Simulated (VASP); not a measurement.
An input for Ansatz (written as the equivalent of a VASP run, and not itself run):

Ansatz 0.2 input:
```yaml
crystal:
  lattice:
    - [3.5463183, 0.0000000, 0.0000000]
    - [0.0000000, 3.5463183, 0.0000000]
    - [0.0000000, 0.0000000, 3.5463183]
  atoms:
    - { symbol: Y, position: [0.0000000, 0.0000000, 0.0000000] }
    - { symbol: Se, position: [0.5000000, 0.5000000, 0.5000000] }
kpoints:
  mp_grid: { grid: [9, 9, 9] }
hamiltonian:
  xc: r2scan
  pseudopotentials: { kind: paw }
scf:
  occupations: { method: methfessel_paxton, width: 0.1 }
  max_iter: 100
relax:
  max_steps: 60
  f_tol: 0.01
  cell: {}
output: { forces: true, stress: true, eigenvalues: true }
```

Problem. Write the VASP files for the same calculation (r2SCAN).

Solution. One answer among several that fit: 
### POSCAR
```
YSe
1
    3.5463182898    -0.0000000000    -0.0000000000
    0.0000000000     3.5463182898    -0.0000000000
    0.0000000000     0.0000000000     3.5463182898
Y Se
1 1
Direct
  0.0000000000   0.0000000000   0.0000000000
  0.5000000000   0.5000000000   0.5000000000
```

**KPOINTS**
```
Automatic
0
Gamma
 9 9 9
```

INCAR:
```
NELM = 100   ! most electronic steps
EDIFFG = -0.01   ! ionic stop
SYSTEM = YSe
LREAL = .FALSE.   ! projection in real space or not
ISMEAR = 1
IBRION = 2   ! conjugate gradients
NSW = 60
ALGO = Normal   ! blocked Davidson
ENCUT = 400
ISIF = 3   ! ions, shape and volume
PREC = Accurate
LWAVE = .FALSE.
METAGGA = R2SCAN
LCHARG = .FALSE.
EDIFF = 1E-6   ! SCF stop (eV)
SIGMA = 0.1   ! width (eV)
LMIXTAU = .TRUE.
LASPH = .TRUE.   ! aspherical one-centre terms
LMAXMIX = 4   ! l cut-off of mixed one-centre charges
```

POTCAR, in this order: Y_sv Se (PBE.64 set). Program: vasp_std.

What does not carry over: each code has its own PAW files, so the cut-off isn't converted (ENCUT is set for VASP's; basis.ecutwfc is left out, and Ansatz then takes the one that its files recommend); Ansatz stops its SCF on the density residual and VASP on the energy change (EDIFF).

The structure was generated: YSe was put into the CsCl type type (Pm-3m), which need not be its known phase. This run relaxes it. Symmetry was kept, so distortions that lower it aren't found. The start is the result of an earlier pass.
